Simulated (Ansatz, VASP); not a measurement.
## ScAl3 in two plane-wave programs

Aim: how closely do two programs agree when they are given the same cell, functional and k mesh? The cell is taken from a series of runs on this material, whose earlier steps may have relaxed, scaled, displaced or heated it; both programs get it as it stands.

Main program and level: Ansatz 0.2.0; plane waves, with VASP 6.6.1 beside it; zone-centre phonons at PBEsol.

### 1. The structure

The structure is cubic, space group Pm-3m (No. 221). The conventional cell has a = 4.138 Å, b = 4.138 Å, c = 4.138 Å, α = 90.00°, β = 90.00°, γ = 90.00°. Nearest to Sc lie 12 Al at 2.93 Å. Al has 4 Sc at 2.93 Å and 8 Al at 2.93 Å nearest. Farther neighbours are not listed.

### 2. Ansatz: zone-centre phonons, PBEsol

Ansatz runs on its PAW soft_1 files.

Second derivatives magnify differences that forces hide, and they need a tight electronic threshold.

Contents of input.yaml:

```yaml
crystal:
  lattice:
    - [4.1377211618, 0.0, 0.0]
    - [0.0, 4.1377211618, 0.0]
    - [0.0, 0.0, 4.1377211618]
  atoms:
    - { symbol: Sc, position: [0.0, 0.0, 0.0] }
    - { symbol: Al, position: [0.5, 0.0, 0.5] }
    - { symbol: Al, position: [0.0, 0.5, 0.5] }
    - { symbol: Al, position: [0.5, 0.5, 0.0] }
kpoints:
  mp_grid: { grid: [10, 10, 10] }
hamiltonian:
  xc: pbesol
  pseudopotentials: { kind: paw, azcp: { folder: soft_1 }, xc_functional: pbe }
scf:
  occupations: { method: methfessel_paxton, width: 0.2 }
  lower_state_search: "off"
output:
  eigenvalues: true
phonons:
  method: dfpt
  qmesh: [2, 2, 2]
  temperatures: { t_max: 1000, t_step: 50 }
  qpath:
    path:
      - [[0.0, 0.0, 0.0], [0.0, 0.5, 0.0], [0.5, 0.5, 0.0], [0.0, 0.0, 0.0], [0.5, 0.5, 0.5], [0.0, 0.5, 0.0]]
      - [[0.5, 0.5, 0.5], [0.5, 0.5, 0.0]]
    npoints: 10
```

Run with:

```sh
$ ansatz run input.yaml --threads 8 --pin off --max-ram 16384MiB --backend cpu --events-out ev --progress --plain --runs-dir out
```

Numbers of over 12 decimals in the logs are rounded to 6 here.

Output:

```text
Engine: ansatz 0.2.0, aarch64-unknown-linux-gnu
Pseudopotentials: kind: paw
Pseudopotential: Sc, paw, valence charge 11, recommended cutoff 420 eV (normal), soft_1/Sc.paw.azcp
Pseudopotential: Al, paw, valence charge 3, recommended cutoff 420 eV (normal), soft_1/Al.paw.azcp
Functional definition: PBEsol
  exchange = pbesol_x
  correlation = pbesol_c
Crystal: 4 atoms, lattice volume = 70.841 Å³
Basis set: ecut = 420 eV, 1357 PW (Γ), exchange–correlation on 60×60×60 points (8 copies of the dense FFT grid, shifted against one another)
Bands: 14, of which v1, the nominal top of the filled ones, is band 10 counted from 1 (9 counted from 0)
Symmetry: 48 space group operations
k-points: 56 of 1000
Non-local potential: Sc, projectors of the file, l = 0: 3, l = 1: 2, l = 2: 3, l = 3: 1
Non-local potential: Al, projectors of the file, l = 0: 2, l = 1: 2, l = 2: 1
PAW form: soft (Blöchl's): semilocal exchange-correlation on the pseudo side does not see the compensation charge
PAW frozen core: Sc, regenerated for the run's functional, and the local potential with it (the file was generated under x = pbe(κ = 0.804, μ = 0.219515), c = pbe(β = 0.066725))
PAW frozen core: Al, regenerated for the run's functional, and the local potential with it (the file was generated under x = pbe(κ = 0.804, μ = 0.219515), c = pbe(β = 0.066725))
PAW one-centre angular grid: Sc, 590 points (default); XC on 64 Gauss nodes
PAW one-centre angular grid: Al, 110 points (default); XC on 64 Gauss nodes
Initial density: superposition of atomic densities (chi_scale 0.1, normalization cell, long waves kept (reshape's long-wave potential 0.00 eV rms))
Initial wavefunctions: pseudopotential atomic-orbital guess
Functional: x = pbesol(κ = 0.804, μ = 0.123457), c = pbesol(β = 0.046)
SCF iter   1: F=—  HF=-3687.193113 eV  |F-HF|=—  |Δ(HF+E_count)|=         —  Δρ=2.51e-2  dr2=8.85e-1  ethr=3.10e-3  ⟨swp⟩=5.2  Hψ=4114  notcnv=0
preconditioner: auto → Kerker (q_TF=auto, 2.210 Å⁻¹)  [metal: Δε(μ)=0.043 eV  Ē_g=5.307 eV  σ=0.200 eV  W_gap=0.18  n_scr=18 (ndim 8)  ℏωp=15.3 eV  f_vac=0.000  D(μ)=1.16/eV (n_scr^D=6)]
SCF iter   2: F=—  HF=-3686.999402 eV  |F-HF|=—  |Δ(HF+E_count)|=   1.94e-1  S|Δr|=    0.00e0  Δρ=1.62e-2  dr2=2.91e-1  ethr=3.10e-3  ⟨swp⟩=2.0  Hψ=1329  notcnv=0
SCF iter   3: F=—  HF=-3686.872423 eV  |F-HF|=—  |Δ(HF+E_count)|=   1.27e-1  S|Δr|=    0.00e0  Δρ=5.39e-3  dr2=3.45e-2  ethr=1.46e-3  ⟨swp⟩=2.9  Hψ=1470  notcnv=0
SCF iter   4: F=—  HF=-3686.862673 eV  |F-HF|=—  |Δ(HF+E_count)|=   9.75e-3  S|Δr|=    0.00e0  Δρ=9.34e-4  dr2=4.00e-4  ethr=1.73e-4  ⟨swp⟩=2.2  Hψ=1100  notcnv=0
SCF iter   5: F=—  HF=-3686.862578 eV  |F-HF|=—  |Δ(HF+E_count)|=   9.52e-5  S|Δr|=    0.00e0  Δρ=1.15e-4  dr2=9.87e-6  ethr=2.00e-6  ⟨swp⟩=2.5  Hψ=1127  notcnv=0
SCF iter   6: F=—  HF=-3686.862576 eV  |F-HF|=—  |Δ(HF+E_count)|=   1.16e-6  S|Δr|=    0.00e0  Δρ=1.83e-5  dr2=2.61e-7  ethr=4.93e-8  ⟨swp⟩=2.0  Hψ=962  notcnv=0
SCF iter   7: F=—  HF=-3686.862577 eV  |F-HF|=—  |Δ(HF+E_count)|=   7.89e-7  S|Δr|=    0.00e0  Δρ=2.19e-6  dr2=2.63e-9  ethr=1.31e-9  ⟨swp⟩=2.3  Hψ=1039  notcnv=0
SCF iter   8: F=—  HF=-3686.862577 eV  |F-HF|=—  |Δ(HF+E_count)|=  1.41e-10  S|Δr|=    0.00e0  Δρ=2.09e-7  dr2=3.56e-11  ethr=1.32e-11  ⟨swp⟩=2.5  Hψ=1289  notcnv=0
SCF iter   9: F=-3686.862577 eV  HF=-3686.862577 eV  |F-HF|=0.00e0  |Δ(HF+E_count)|=  7.73e-12  S|Δr|=    0.00e0  Δρ=2.63e-8  dr2=5.88e-13  ethr=1.00e-12  ⟨swp⟩=4.8  Hψ=2844  notcnv=0
SCF 1 converged in 9 iterations: F = -3686.862577 eV  dr2 = 5.88e-13
  greatest PAW one-centre occupation: 0.998 electrons in one spin orbital (limit 2), on the Sc atom at site 0 (counted from 0), in its partial waves of l = 0
Initial density: read from a saved state, or passed on in memory by an earlier SCF of this step, an earlier step, the calling program or the single point that the run made first
iter 1 solved again at ethr=7.39e-8 eV; its pass at ethr=3.10e-3 eV (dr2=1.48e-5 eV) is discarded
SCF iter   1: F=—  HF=-3686.862576 eV  |F-HF|=—  |Δ(HF+E_count)|=         —  Δρ=1.05e-7  dr2=1.26e-11  ethr=7.39e-8  ⟨swp⟩=2.9  Hψ=6382  notcnv=0
eigensolver tolerance schedule: the retry pair's looser diagonalisation over-reported the residual by 1176685.55 of it (diagonalisation noise at an unbounded share of the residual, at the tolerance the schedule requests for it); recorded, not acted on — ethr = c·dr2/N_el stays at c = 1.0e-1
preconditioner: auto → Kerker (q_TF=auto, 2.210 Å⁻¹)  [metal: Δε(μ)=0.064 eV  Ē_g=5.446 eV  σ=0.200 eV  W_gap=0.26  n_scr=18 (ndim 8)  ℏωp=15.3 eV  f_vac=0.000  D(μ)=1.50/eV (n_scr^D=6)]
SCF iter   2: F=—  HF=-3686.862577 eV  |F-HF|=—  |Δ(HF+E_count)|=   1.49e-6  S|Δr|=    0.00e0  Δρ=5.38e-8  dr2=3.20e-12  ethr=1.00e-12  ⟨swp⟩=1.7  Hψ=2800  notcnv=0
SCF iter   3: F=-3686.862577 eV  HF=-3686.862577 eV  |F-HF|=1.82e-12  |Δ(HF+E_count)|=  4.55e-13  S|Δr|=    0.00e0  Δρ=2.94e-8  dr2=6.68e-13  ethr=1.00e-12  ⟨swp⟩=1.0  Hψ=1792  notcnv=0
SCF 2 converged in 3 iterations: F = -3686.862577 eV  dr2 = 6.68e-13
phonons: the bands overlap, so this run is a metal and interpolates without the dipole-dipole term. If the crystal is really an insulator or semiconductor, its LO-TO splitting is missing
NSCF: frozen V_eff on 56 k-points
WARN: eigensolver did not converge in 2 slots of this pass, the one above among them; of largest residual over every band (k=31): 1 band(s) unlocked (lowest unlocked band 13, counted from 0; max residual 1.21e-5 eV among the unlocked bands, 1.21e-5 eV over every band); of lowest unlocked band (k=28): band 13
NSCF: frozen V_eff on 216 k-points
DFPT response loops at q = (0, 0, 0) (fractional): preconditioner auto → Kerker (q_TF=auto, 2.210 Å⁻¹) (partly filled bands, converged f_vac=0.000); β = 1.00, the filter's whole step (`scf.mixing.beta` (0.50) is not read by the response loops under this deck's `scf.mixing.preconditioner`; to damp them name `kerker` or `kerker_dos`, under which they read `scf.mixing.beta`, and type it under 1.00, their step now; both keys bind the ground state too); Broyden in place of MSR1
NSCF: frozen V_eff on 432 k-points
DFPT response loops at q = (0, 0, -0.5) (fractional): mixed as the last ones told, above
NSCF: frozen V_eff on 432 k-points
DFPT response loops at q = (0, -0.5, -0.5) (fractional): mixed as the last ones told, above
NSCF: frozen V_eff on 432 k-points
DFPT response loops at q = (-0.5, -0.5, -0.5) (fractional): mixed as the last ones told, above
SCF converged after 9 iterations
Stability not checked: this state was not tested for a lower state beside it, because cold or Methfessel-Paxton smearing, or corrected tetrahedra, fill the levels in a way that the test cannot read (fill_not_monotonic; see scf.lower_state_search)
Free energy (F): -3686.862577 eV
Harris-Foulkes:  -3686.862577 eV  (|F-HF|=0.00e0)
Internal energy: -3686.862409 eV  (E = F + TS)
E sigma→0 (E₀):  -3686.862535 eV
Entropy (-TS):   -0.000168 eV (-0.042 meV/atom)
Fermi energy:    8.735907 eV
--- Per-component energies (eV) ---
  E_band       = -134.319312
  E_kinetic    = 276.557653
  E_local      = -1024.423982  (includes V_loc(G=0)·N_el)
  E_nonlocal   = 173.582130
  E_hartree    = 408.500437
  E_xc         = -197.705362
  E_vxc        = -193.700854  (∫ρ·V_xc dr)
  E_paw        = -2337.449133  (= ΣΔE_a)
  E_vpaw       = -183.335171  (= ΣTr[D̂ρ^β])
  E_aug_tail   = 0.000031  (compensation charges beyond the density's cutoff)
  E_ewald      = -986.110626
  E_core_change = 0.186442  (= ΣΔE_core)
  E_smearing   = -0.000168  (= −TS)
  E_closure    = -0.000000  (closes the sum)
  Σ components = -3686.862577   (vs F -3686.862577, Δ=0.00e0)
--- Band table (eV; the first three rows and the last of 56) ---
  k-point 0: bands = [... 6 lower, 6.1420, 6.9446, 6.9446, 6.9446, 9.9493, 10.0025, 10.0025, 10.0025]
  k-point 1: bands = [... 6 lower, 6.2142, 6.9584, 6.9584, 7.4655, 9.9469, 9.9469, 10.0297, 10.3251]
  k-point 2: bands = [... 6 lower, 6.4251, 6.9933, 6.9933, 8.0879, 9.8284, 9.8284, 10.1035, 11.0982]
  k-point 55: bands = [... 6 lower, 3.9963, 4.3881, 5.8211, 5.8211, 5.8211, 9.5567, 11.2327, 11.2327]
--- Phonons (Γ-DFPT): 3 representative perturbations + reference (Σ response iterations 9) ---
  ASR residual: 1.435e-5 → 0.000e0 eV/Å²; symmetrization residual: 3.071e-6 eV/Å²
  ASR residual per site (eV/Å²): 1.09e-5 1.43e-5 1.43e-5 1.43e-5
  Γ frequencies (cm⁻¹): 0.00 0.00 0.00 223.79 223.79 223.79 240.48 240.48 240.48 311.02 311.02 311.02
--- Phonons (arbitrary-q DFPT): 4 irreducible q on the 2×2×2 mesh ---
  q = [0.0000, 0.0000, 0.0000] (star 1, of the zone-centre solve; hermiticity 7.22e-7, symmetrization 5.97e-13): -0.00 -0.00 -0.00 223.79 223.79 223.79 240.48 240.48 240.48 311.02 311.02 311.02
  q = [0.0000, 0.0000, -0.5000] (star 3, 7 solved perturbations in 1332 linear systems a pass and spin channel, the states on 216 of 1000 k-point pairs; hermiticity 6.07e-7, symmetrization 4.15e-13): 163.17 163.17 175.10 175.10 212.42 221.33 250.49 259.91 263.81 263.81 290.00 290.00
  q = [0.0000, -0.5000, -0.5000] (star 3, 7 solved perturbations in 1332 linear systems a pass and spin channel, the states on 216 of 1000 k-point pairs; hermiticity 8.14e-7, symmetrization 8.09e-14): 159.21 175.25 175.25 212.40 212.83 228.72 232.28 232.28 235.74 283.89 289.76 289.76
  q = [-0.5000, -0.5000, -0.5000] (star 1, 3 solved perturbations in 468 linear systems a pass and spin channel, the states on 216 of 1000 k-point pairs; hermiticity 5.64e-7, symmetrization 1.93e-12): 138.46 138.46 171.24 171.24 171.24 222.52 222.52 222.52 257.70 317.04 317.04 317.04
  sum rule: each row above includes the acoustic sum rule's correction from the zone centre's row sums; it moved no ω² by more than (0.38 cm⁻¹)²
  mesh force constants: q→R imaginary residual 1.14e-17; ASR residual 1.435e-5 → 0.000e0 eV/Å²; symmetrization residual 8.882e-15 eV/Å²
  interpolated dispersion: 62 rows × 12 modes
  density of states and harmonic sums: on the 16×16×16 q-mesh, interpolated from the force constants of a 2×2×2 supercell (no non-analytic term)
  largest difference from the sums on the solved wave vectors: F 7.44e-2 eV, S 1.07e-4 and C_V 3.23e-5 eV/K
  zero-point energy: 0.166895 eV/cell   skipped modes (ω ≤ 0): 3   left out of the sums: 6.10e-5 of the cell's modes: C_V's classical limit lies that fraction below 3 k_B per atom; for a crystal, a wire or a layer, F and S can be off by more, and a phonons.interpolated_qmesh denser along its periods is the remedy for the sampling
```

Reading the cycles: dr2 is the Hartree energy of the density residual (eV), the measure of convergence; HF is the Harris–Foulkes estimate of the energy, which meets the free energy F at convergence.

(Continued in part 2 of 2.)

[Lines on the potential files, build, host, timing and source positions are cut from VASP's logs without a mark.]

[Logs are printed without paths, hosts, clocks, repeated set-up lines and the standing remarks that a program may print on its own settings, such as how far it seeks lower states.]

[Hosts, paths, dates, database ids (printed as entryN), source tags and the programs' standing remarks are cut or masked in the printed files.]
